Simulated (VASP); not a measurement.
An input for Quantum ESPRESSO's pw.x (written as the equivalent of a VASP run, and not itself run):

```
&CONTROL
  calculation = 'vc-relax'
  pseudo_dir = './pseudo'
  outdir = './out'
  tprnfor = .true.
  tstress = .true.
  nstep = 40
  forc_conv_thr = 0.00078
/
&SYSTEM
  ibrav = 0
  nat = 4
  ntyp = 2
  ecutwfc = 78
  occupations = 'smearing'
  smearing = 'methfessel-paxton'
  degauss = 0.00735
  input_dft = 'pbesol'
/
&ELECTRONS
  conv_thr = 7.3e-08
  electron_maxstep = 100
/
&IONS
/
&CELL
  press = 300
/
ATOMIC_SPECIES
  Sc 44.956 Sc.upf
  Al 26.982 Al.upf
CELL_PARAMETERS angstrom
     3.8653625    0.0000000    0.0000000
     0.0000000    3.8653625    0.0000000
     0.0000000    0.0000000    3.8653625
ATOMIC_POSITIONS crystal
  Sc   0.0000000  0.0000000  0.0000000
  Al   0.0000000  0.5000000  0.5000000
  Al   0.5000000  0.0000000  0.5000000
  Al   0.5000000  0.5000000  0.0000000
K_POINTS automatic
  8 8 8 0 0 0
```

### Question
Write the VASP files for the same calculation (PBEsol).

### Answer
Several could match; the one computed here: 
**INCAR**
```
# general
SYSTEM  = Al3Sc
PREC    = Accurate
ENCUT   = 500
LREAL   = .FALSE.
LASPH   = .TRUE.

# electronic loop
EDIFF   = 1E-6
NELM    = 100
ALGO    = Normal
LMAXMIX = 4

# smearing
ISMEAR  = 1
SIGMA   = 0.1

# functional
GGA     = PS

# ions
IBRION  = 2
NSW     = 40
ISIF    = 3
EDIFFG  = -0.02
PSTRESS = 300

# output
LWAVE   = .FALSE.
LCHARG  = .FALSE.
```

**KPOINTS**
```
Automatic
0
gamma
 8 8 8
0 0 0
```

POSCAR:
```
Al3Sc
1
    3.8653624859     0.0000000000     0.0000000000
    0.0000000000     3.8653624859     0.0000000000
    0.0000000000     0.0000000000     3.8653624859
Sc Al
1 3
Direct
  0.0000000000   0.0000000000   0.0000000000
  0.0000000000   0.5000000000   0.5000000000
  0.5000000000   0.0000000000   0.5000000000
  0.5000000000   0.5000000000   0.0000000000
```

POTCAR, in this order: Sc_sv Al (PBE.64 set). Program: vasp_std.

Limits of the translation: the potentials are each code's own (VASP's PAW set, PseudoDojo norm-conserving files in pw.x), so ENCUT and ecutwfc are chosen apart and not converted; conv_thr bounds pw.x's estimated SCF error, while EDIFF bounds the energy change between steps; forc_conv_thr acts on force components and is met together with etot_conv_thr.

The compound is Al3Sc in the L1_2 structure. This run relaxes it under an external pressure of 30 GPa. Symmetry was kept, so distortions that lower it aren't found.
